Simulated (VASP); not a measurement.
Output of a VASP run:

### OSZICAR
```
...
DAV:   3    -0.314269517183E+01   -0.39488E+01   -0.39225E+01  2739   0.783E+01
DAV:   4    -0.322539959461E+01   -0.82704E-01   -0.82687E-01  2776   0.114E+01
DAV:   5    -0.322879478158E+01   -0.33952E-02   -0.33951E-02  2943   0.214E+00    0.807E-01
DAV:   6    -0.321152846343E+01    0.17266E-01   -0.19408E-02  2762   0.304E+00    0.389E-01
DAV:   7    -0.320584077128E+01    0.56877E-02   -0.89045E-03  2753   0.193E+00    0.896E-02
DAV:   8    -0.320545050520E+01    0.39027E-03   -0.50426E-04  3088   0.432E-01    0.994E-03
DAV:   9    -0.320544262307E+01    0.78821E-05   -0.10795E-05  2819   0.689E-02    0.624E-03
DAV:  10    -0.320543854295E+01    0.40801E-05   -0.83127E-07  1522   0.171E-02    0.259E-04
DAV:  11    -0.320543859130E+01   -0.48349E-07   -0.14022E-07  1366   0.701E-03
   1 F= 0.13941906E+01 E0= 0.13944382E+01  d E =0.139419E+01
       N       E                     dE             d eps       ncg     rms          rms(c)
DAV:   1    -0.116247784835E+02   -0.84193E+01   -0.21382E+02  2651   0.281E+02    0.174E+01
DAV:   2    -0.283253518665E+01    0.87922E+01   -0.17672E+01  2648   0.140E+02    0.531E+00
DAV:   3    -0.196239010195E+01    0.87015E+00   -0.31053E+00  3037   0.482E+01    0.588E-01
DAV:   4    -0.197391147048E+01   -0.11521E-01   -0.11485E-01  3054   0.454E+00    0.247E-01
DAV:   5    -0.198273362920E+01   -0.88222E-02   -0.17353E-02  2559   0.140E+00    0.926E-02
DAV:   6    -0.198292264030E+01   -0.18901E-03   -0.23190E-03  3167   0.118E+00    0.161E-02
DAV:   7    -0.198296555289E+01   -0.42913E-04   -0.13169E-04  2480   0.114E-01    0.511E-03
DAV:   8    -0.198296684721E+01   -0.12943E-05   -0.41004E-06  2671   0.438E-02    0.129E-03
DAV:   9    -0.198296713391E+01   -0.28670E-06   -0.47230E-07  1339   0.163E-02
   2 F= 0.16693929E+01 E0= 0.16695887E+01  d E =0.275202E+00
       N       E                     dE             d eps       ncg     rms          rms(c)
DAV:   1    -0.701432176370E+01   -0.50314E+01   -0.14418E+02  2690   0.349E+02    0.106E+01
DAV:   2    -0.357302193737E+01    0.34413E+01   -0.80013E+00  2694   0.622E+01    0.397E+00
DAV:   3    -0.296779263066E+01    0.60523E+00   -0.24968E+00  3241   0.348E+01    0.435E-01
DAV:   4    -0.296494902510E+01    0.28436E-02   -0.46743E-02  3057   0.314E+00    0.189E-01
DAV:   5    -0.296644046851E+01   -0.14914E-02   -0.20339E-02  2493   0.157E+00    0.111E-01
DAV:   6    -0.296429138857E+01    0.21491E-02   -0.33336E-03  2520   0.834E-01    0.220E-02
DAV:   7    -0.296424870825E+01    0.42680E-04   -0.20051E-04  2514   0.233E-01    0.374E-03
DAV:   8    -0.296424633108E+01    0.23772E-05   -0.45908E-06  2627   0.314E-02    0.181E-03
DAV:   9    -0.296424589094E+01    0.44013E-06   -0.22207E-07  1297   0.905E-03
   3 F= 0.13386933E+01 E0= 0.13388141E+01  d E =-.554972E-01
       N       E                     dE             d eps       ncg     rms          rms(c)
DAV:   1    -0.295149208719E+01    0.12754E-01   -0.58728E-02  2699   0.588E+00    0.238E-01
DAV:   2    -0.294972351198E+01    0.17686E-02   -0.33621E-03  2654   0.143E+00    0.840E-02
DAV:   3    -0.294947019648E+01    0.25332E-03   -0.96563E-04  3077   0.735E-01    0.633E-03
DAV:   4    -0.294947277654E+01   -0.25801E-05   -0.13506E-05  2419   0.434E-02    0.370E-03
DAV:   5    -0.294947667015E+01   -0.38936E-05   -0.51780E-06  2384   0.208E-02    0.183E-03
DAV:   6    -0.294947689679E+01   -0.22664E-06   -0.22043E-07  1275   0.792E-03
   4 F= 0.13384930E+01 E0= 0.13386075E+01  d E =-.556976E-01
```

### OUTCAR
```
------------------------ aborting loop because EDIFF is reached ----------------------------------------
  FORCE on cell =-STRESS in cart. coord.  units (eV):
  Direction    XX          YY          ZZ          XY          YZ          ZX
  --------------------------------------------------------------------------------------
  Total        4.2711022      4.2711022      4.2711022      0.0000000      0.0000000     -0.0000000
  in kB      298.8198857    298.8198857    298.8198857      0.0000000      0.0000000     -0.0000000
  external PRESSURE =      -1.1801143 kB  Pullay stress =     300.0000000 kB
  volume of cell :       22.90
      direct lattice vectors                 reciprocal lattice vectors
    -0.000000000  2.253912330  2.253912330    -0.221836490  0.221836490  0.221836490
     2.253912330 -0.000000000  2.253912330     0.221836490 -0.221836490  0.221836490
     2.253912330  2.253912330  0.000000000     0.221836490  0.221836490 -0.221836490
 POSITION                                       TOTAL-FORCE (eV/Angst)
 -----------------------------------------------------------------------------------
      2.25391      2.25391      0.00000        -0.000000      0.000000      0.000000
 -----------------------------------------------------------------------------------
    total drift:                                0.000000      0.000000     -0.000000
  FREE ENERGIE OF THE ION-ELECTRON SYSTEM (eV)
  ---------------------------------------------------
  free  energy   TOTEN  =        -2.9494768968 eV

  energy  without entropy=       -2.9491334276  energy(sigma->0) =       -2.94936241
  enthalpy is  TOTEN    =         1.3384929861 eV   P V=        4.2879698829

 reached required accuracy - stopping structural energy minimisation
```
(Selected blocks of OUTCAR.)

### POSCAR
```
Pb
1
   -0.0000000000     2.3072467876     2.3072467876
    2.3072467876     0.0000000000     2.3072467876
    2.3072467876     2.3072467876    -0.0000000000
Pb
1
Direct
  0.0000000000   0.0000000000   0.0000000000
```

Question: Write an INCAR and KPOINTS that could have produced this output.

Answer: One answer among several that fit: the input of the run itself, PBE GGA, plane waves, VASP's PBE PAW potentials (set 64).

### INCAR
```
ALGO=Normal
EDIFF=1E-6
EDIFFG=-0.02
ENCUT=500
GGA=PE
IBRION=2
ISIF=3
ISMEAR=1
LASPH=.True.
LCHARG=.False.
LMAXMIX=4
LREAL=.False.
LWAVE=.False.
NELM=100
NSW=40
PREC=Accurate
PSTRESS=300
SIGMA=0.1
SYSTEM=Pb
```

File KPOINTS:
```
Automatic mesh
0
Gamma
14 14 14
0 0 0
```

POTCAR, in this order: Pb_d (PBE.64 set). Program: vasp_std.

Energy and stress use the plane-wave basis of the starting cell.

The compound is Pb in the fcc structure. This run relaxes it under an external pressure of 30 GPa. Symmetry was kept, so distortions that lower it aren't found.
